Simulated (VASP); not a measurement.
# Plane-wave cutoff convergence of pressure and energy in YSb with PBEsol and PAW in VASP

Rare-earth antimonides such as YSb are of interest as semimetallic layers grown on III–V semiconductors, where a small misfit in lattice constant sets the strain of the film. A calculated lattice constant is found by bringing the stress to zero, so a false pressure from an incomplete basis goes straight into the predicted misfit. The question is how fast the pressure and the energy of YSb settle as the plane-wave cutoff is raised. Cell and atoms are held fixed, the functional is PBEsol, and each error is taken against the run at 410 eV, with compression counted as positive. The errors therefore measure convergence of the basis and not agreement with experiment.

## Method

Single-point runs at fixed cell and atoms; within a crystal every other setting is the same. Program: VASP 6.6.1, plane waves and PAW (data sets made for PBE of release 64), scalar-relativistic without spin-orbit coupling, no spin polarisation. Cutoff 120 to 410 eV; on the k meshes the divisions times the cell-vector length are 26 Å or more. Occupations: Fermi-Dirac smearing of 0.05 eV. Times are rough, from shared x86 server processors. The same in all rows: PAW data sets by their labels: Y_sv Sb.

Notes on method and selection:

- A truncated basis gives a spurious tension (Pulay stress); the pressure converges more slowly than energy differences.
- The lowest cutoffs lie below the values recommended with the data sets and were run to show the error.
- The space group named is that of the cell as run, which can be lower than that of the source structure.
- Runs that did not converge, have known faults or may not be shown are not listed, and runs on Ansatz's PAW sets soft_1 and soft_2 are kept to separate tables.

Columns:

- cutoff (eV): plane-wave cutoff ENCUT.
- pressure error (GPa): pressure minus that of the run with the highest cutoff of the same crystal, compression positive.
- energy error (meV/atom): energy per atom, extrapolated to zero smearing as the program prints it, minus that of the run with the highest cutoff of the same crystal.
- force error (meV/Å): largest difference of the force on an atom against the run with the highest cutoff of the same crystal.
- cost (core-s): processor time of the run, shared machines, rough.

Input lines of one member:

```
PREC = Accurate
ENCUT = 120
EDIFF = 1E-06
NELM = 100
ISMEAR = -1
SIGMA = 0.05
LREAL = .FALSE.
ALGO = Normal
GGA = PS
NBANDS = 14
LASPH = .TRUE.
LORBIT = 11
ISIF = 2
```

Command (options for logging and memory left out): `vasp_std`

## Computed values

| member | cutoff (eV) | pressure error (GPa) | energy error (meV/atom) | force error (meV/Å) | cost (core-s) | remark |
| --- | --- | --- | --- | --- | --- | --- |
| 120 eV | 120 | −22.532 | −110.00 | 34.65 | 8.1 |  |
| 150 eV | 150 | ? | ? | ? | 13 |  |
| 180 eV | 180 | ? | ? | ? | 15 |  |
| 200 eV | 200 | −0.279 | 1.47 | 1.65 | 17 |  |
| 230 eV | 230 | −0.176 | 1.20 | 1.18 | 16 |  |
| 260 eV | 260 | −0.136 | 0.39 | 0.80 | 17 |  |
| 320 eV | 320 | −0.017 | 0.44 | 0.04 | 30 |  |
| 410 eV | 410 | 0.000 | 0.00 | 0.00 | 39 | entry of the Crystallography Open Database |

Cells marked ? are withheld until the estimate has been made.

## Reading the trend

The pressure error is negative in every shown row below 410 eV, and its size falls at each step. Most of the fall comes early: from 120 to 200 eV it shrinks by a factor of 22.532 / 0.279 = 80.8, from 200 to 260 eV by only 0.279 / 0.136 = 2.05. At 320 eV, 0.017 GPa is left.

The sign follows from how the stress is computed, with the set of plane waves held fixed. Compressing the cell shortens the wavelengths in that set and so raises its effective cutoff. The energy drops for this reason alone, and the cell appears to pull inwards. The false pressure is (2/3) × (E_cut / V) × dE/dE_cut, where V is the cell volume and E the uncorrected energy of the cell, which falls as the cutoff E_cut rises.

The energy error behaves differently. It is −110.00 meV/atom at 120 eV, whereas a larger basis should lower the energy and leave a positive error at small cutoffs. A likely cause is the correction that VASP adds for the truncation error of the free atoms, which can overshoot when the basis is very poor. This correction does not depend on volume, so it improves the energy at moderate cutoffs but leaves the pressure as it was. From 200 eV upwards the energy error is at most 1.47 meV/atom, and the small rise from 0.39 to 0.44 meV/atom between 260 and 320 eV has no physical weight.

With a bulk modulus of roughly 60 GPa, a fair value for a rare-earth antimonide, the −0.279 GPa at 200 eV would make the relaxed volume about 0.5 % too small. That may be tolerable for a first relaxation, but a misfit calculation is better served by 320 eV. The forces are not zero even at 410 eV, because the atoms of this cell are not at their equilibrium positions, but at 320 eV they already agree with the 410 eV run to 0.04 meV/Å.

## Predicting the missing value

Plain estimates from the members shown:

- 150 eV, straight-line interpolation between 120 eV and 200 eV: w = (150 − 120) / (200 − 120) = 0.375, so −22.532 + 0.375 × (−0.279 − (−22.532)) = −14.187 GPa
- 180 eV, straight-line interpolation between 120 eV and 200 eV: w = (180 − 120) / (200 − 120) = 0.750, so −22.532 + 0.750 × (−0.279 − (−22.532)) = −5.842 GPa

The straight-line estimates of −14.187 and −5.842 GPa are too large in size, because a truncation error decays by factors rather than by equal steps. Interpolating the logarithm of its size between 120 and 200 eV is the better route. With ln(22.532 / 0.279) = 4.39, it gives

- 150 eV: −22.532 × exp(−0.375 × 4.39) = −4.34 GPa
- 180 eV: −22.532 × exp(−0.750 × 4.39) = −0.84 GPa

The same route can be tried on the 200 eV row, from 120 and 230 eV. It gives −0.66 GPa against the −0.279 GPa shown, a miss of ln(0.66 / 0.279) = 0.86 in the logarithm. That miss reflects the bend near 200 eV, where the steep decay passes into a slow tail. Below the bend the decay may instead steepen with cutoff, which would act the other way, so no shift is applied.

For a smoothly curved logarithm the miss grows with the product of the distances to the two end points. This product is 80 × 30 = 2400 in the trial, 30 × 50 = 1500 at 150 eV and 60 × 20 = 1200 at 180 eV. The expected misses are 0.86 × 1500 / 2400 = 0.54 and 0.86 × 1200 / 2400 = 0.43, or 4.34 × 0.54 = 2.3 GPa and 0.84 × 0.43 = 0.36 GPa.

**Committed estimate, 150 eV: pressure error = −4.3 ± 2.3 GPa.**  
**Committed estimate, 180 eV: pressure error = −0.8 ± 0.4 GPa.**

## How the estimate fared

| member | cutoff (eV) | pressure error (GPa) | energy error (meV/atom) | force error (meV/Å) | cost (core-s) |
| --- | --- | --- | --- | --- | --- |
| 150 eV | 150 | −5.452 | 3.76 | 9.69 | 13 |
| 180 eV | 180 | −0.858 | −0.99 | 4.24 | 15 |

| member | estimate | pressure error (GPa) | computed | estimate − computed | miss in error bars |
| --- | --- | --- | --- | --- | --- |
| 150 eV | committed | −4.300 | −5.452 | +1.152 | 0.5 |
| 150 eV | interpolation | −14.187 | −5.452 | −8.735 |  |
| 180 eV | committed | −0.800 | −0.858 | +0.058 | 0.1 |
| 180 eV | interpolation | −5.842 | −0.858 | −4.984 |  |

Both estimates fall inside their error bars. The size of the error was put 1.152 GPa too low at 150 eV and 0.058 GPa too low at 180 eV, where the straight line was 8.735 and 4.984 GPa too high.

Decay by factors was the right picture, but the factor is not constant. The error shrinks by 22.532 / 5.452 = 4.13 from 120 to 150 eV and by 5.452 / 0.858 = 6.35 over the next 30 eV. This steepening, which had been left out for want of evidence, explains why the estimate at 150 eV came out too small in size. At 180 eV most of the small miss comes from rounding 0.84 to 0.8 GPa. The slow tail sets in only from about 200 eV, so the trial that straddled it gave wider error bars than these two rows needed.

The new energies support the explanation by the atomic correction. At 150 eV the energy is only 3.76 meV/atom off while the pressure is still off by −5.452 GPa, as expected if the correction repairs the energy and leaves the pressure untouched.

## Outliers

The 120 eV row is the farthest out, at −22.532 GPa and −110.00 meV/atom. Its pressure has the sign and the steep growth expected of a basis far too small for the yttrium and antimony data sets. Its energy has the opposite sign to a plain truncation error, which fits an atomic correction that is too large at this cutoff.

The rows at 230 and 260 eV depart from the steep decay in a milder way. From 200 to 260 eV the pressure error only halves, from −0.279 to −0.136 GPa, and then drops to −0.017 GPa at 320 eV. A possible reason is that the main part of the valence and semicore orbitals is described by about 200 eV, while weak short-wavelength components, left by the way the orbitals are smoothed near the nuclei, are picked up only later.

The changes of sign in the energy error between 150 and 200 eV amount to a few meV/atom. They are what remains when truncation error and correction nearly cancel, and they say nothing about the bonding in YSb.

## Computational cost

The run at 410 eV takes 39 / 8.1 = 4.8 times the processor time of the run at 120 eV. The number of plane waves grows as the cutoff to the power 1.5, here by (410 / 120)^1.5 = 6.3, so the rise is of the expected kind.

Between 150 and 260 eV the times, 13 to 17 core-s, differ by no more than shared machines allow, while the pressure error falls from −5.452 to −0.136 GPa. Saving on the cutoff in this range gains nothing. Going from 260 to 410 eV costs a factor of 39 / 17 = 2.3 and removes the last 0.136 GPa. For a cell of two atoms that is under a minute of processor time, so the higher cutoff is the sensible choice whenever stresses are wanted.

## Summary

From 180 eV upwards the energy is within 1.5 meV/atom of the 410 eV run, but the pressure comes within 0.02 GPa only at 320 eV. Logarithmic interpolation between the nearest cutoffs on either side reproduces each inner row up to 260 eV within a factor of 1.7.

For film misfit, the relative error of the lattice constant is the pressure error divided by three times the bulk modulus. With the same rough 60 GPa, 200 eV gives −0.279 / (3 × 60) = −0.0016, a lattice constant 0.16 % too small. At 320 eV the error is about 0.01 %.

Thermal motion, which these runs leave out, would at room temperature add very roughly +0.6 GPa at fixed volume, more than any cutoff error from 200 eV upwards. This takes the vibrational energy as 3kT per atom, divides it by the volume per atom and multiplies by an assumed Grüneisen parameter of about 1.5. A converged cutoff therefore does not by itself give a lattice constant comparable with a room-temperature measurement.

[Logs are printed without paths, hosts, clocks, repeated set-up lines and the standing remarks that a program may print on its own settings, such as how far it seeks lower states.]
